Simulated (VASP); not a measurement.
Input for VASP

### INCAR
```
SYSTEM = V3ZrN4
PREC = Accurate; ENCUT = 520; LREAL = F
LASPH = T
EDIFF = 1E-6; NELM = 100; ALGO = Normal
LMAXMIX = 4
ISMEAR = 1; SIGMA = 0.1
GGA = PS
IBRION = 2; NSW = 60; ISIF = 3
EDIFFG = -0.02
LWAVE = F; LCHARG = F
```

### KPOINTS
```
Automatic mesh
0
Gamma
11 11 3
0 0 0
```

**POSCAR**
```
V3ZrN4
1
   -0.0000000000     2.1132429227     2.1132429227
    2.1132429227    -0.0000000000     2.1132429227
    8.3571166325     8.3571166325     0.0958550581
Zr N V
1 4 3
Direct
  0.0000000000   0.0000000000   0.0000000000
  0.4710842502   0.4710842502   0.1466868124
  0.4886423948   0.4886423948   0.3835182039
  0.5113576052   0.5113576052   0.6164817961
  0.5289157498   0.5289157498   0.8533131876
  0.9820452885   0.9820452885   0.2634660336
  0.0000000000   0.0000000000   0.5000000000
  0.0179547115   0.0179547115   0.7365339664
```

POTCAR, in this order: Zr_sv N V_sv (PBE.64 set). Program: vasp_std.

Q: Write an equivalent input for Ansatz.

A: One equivalent input (not run):
Ansatz 0.2 input:
```yaml
crystal:
  lattice:
    - [0.0000000, 2.1132429, 2.1132429]
    - [2.1132429, 0.0000000, 2.1132429]
    - [8.3571166, 8.3571166, 0.0958551]
  atoms:
    - { symbol: Zr, position: [0.0000000, 0.0000000, 0.0000000] }
    - { symbol: N, position: [0.4710843, 0.4710843, 0.1466868] }
    - { symbol: N, position: [0.4886424, 0.4886424, 0.3835182] }
    - { symbol: N, position: [0.5113576, 0.5113576, 0.6164818] }
    - { symbol: N, position: [0.5289157, 0.5289157, 0.8533132] }
    - { symbol: V, position: [0.9820453, 0.9820453, 0.2634660] }
    - { symbol: V, position: [0.0000000, 0.0000000, 0.5000000] }
    - { symbol: V, position: [0.0179547, 0.0179547, 0.7365340] }
kpoints:
  mp_grid: { grid: [11, 11, 3] }
hamiltonian:
  xc: pbesol
  pseudopotentials: { kind: paw }
scf:
  occupations: { method: methfessel_paxton, width: 0.1 }
  max_iter: 100
relax:
  max_steps: 60
  f_tol: 0.02
  cell: {}
output: { forces: true, stress: true, eigenvalues: true }
```
The two are equivalent in intent, not identical: each code has its own PAW files, so the cut-off isn't converted (ENCUT is set for VASP's; basis.ecutwfc is left out, and Ansatz then takes the one that its files recommend); Ansatz stops its SCF on the density residual and VASP on the energy change (EDIFF).

The structure was generated: V3ZrN4 was put into an ordered model structure (R-3m), which need not be its known phase. This run relaxes it. Symmetry was kept, so distortions that lower it aren't found. The start is the result of an earlier pass.
